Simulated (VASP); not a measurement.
An input for Quantum ESPRESSO's pw.x (written as the equivalent of a VASP run, and not itself run):

```
&CONTROL
  calculation = 'vc-relax'
  pseudo_dir = './pseudo'
  outdir = './out'
  tprnfor = .true.
  tstress = .true.
  nstep = 30
  forc_conv_thr = 0.00039
/
&SYSTEM
  ibrav = 0
  nat = 4
  ntyp = 2
  ecutwfc = 84
  occupations = 'smearing'
  smearing = 'gaussian'
  degauss = 0.003675
  input_dft = 'pw91'
/
&ELECTRONS
  conv_thr = 7.3e-09
  electron_maxstep = 100
/
&IONS
/
&CELL
  cell_dofree = 'shape'
/
ATOMIC_SPECIES
  Mg 24.305 Mg.upf
  Te 127.600 Te.upf
CELL_PARAMETERS angstrom
     2.2802501   -3.9495095    0.0000000
     2.2802501    3.9495095    0.0000000
     0.0000000    0.0000000    7.4154435
ATOMIC_POSITIONS crystal
  Mg   0.6666670  0.3333330  0.4997555
  Mg   0.3333330  0.6666670  0.9997555
  Te   0.6666670  0.3333330  0.8762445
  Te   0.3333330  0.6666670  0.3762445
K_POINTS automatic
  6 6 3 0 0 0
```

Translate this input to VASP (INCAR, KPOINTS, POSCAR, choice of POTCAR).

One answer among several that fit: 
**INCAR**
```
! general
SYSTEM  = MgTe
PREC    = Accurate
ENCUT   = 520
LREAL   = .FALSE.
LASPH   = .TRUE.

! electronic loop
EDIFF   = 1E-7
NELM    = 100
ALGO    = Normal
LMAXMIX = 4

! smearing
ISMEAR  = 0
SIGMA   = 0.05

! functional
GGA     = 91

! ions
IBRION  = 2
NSW     = 30
ISIF    = 4
EDIFFG  = -0.01

! output
LWAVE   = .FALSE.
LCHARG  = .FALSE.
```

File KPOINTS:
```
kpoints
0
G
  6 6 3
```

### POSCAR
```
MgTe
1
    2.2802501072    -3.9495094636     0.0000000000
    2.2802501072     3.9495094636     0.0000000000
    0.0000000000     0.0000000000     7.4154434793
Mg Te
2 2
Direct
  0.6666670000   0.3333330000   0.4997555353
  0.3333330000   0.6666670000   0.9997555353
  0.6666670000   0.3333330000   0.8762444647
  0.3333330000   0.6666670000   0.3762444647
```

POTCAR, in this order: Mg Te (PBE.64 set). Program: vasp_std.

Limits of the translation: the potentials are each code's own (VASP's PAW set, PseudoDojo norm-conserving files in pw.x), so ENCUT and ecutwfc are chosen apart and not converted; conv_thr bounds pw.x's estimated SCF error, while EDIFF bounds the energy change between steps; forc_conv_thr acts on force components and is met together with etot_conv_thr.

The compound is MgTe in the wurtzite structure. This cell is one point of a volume scan, at 0.97 of the reference volume.
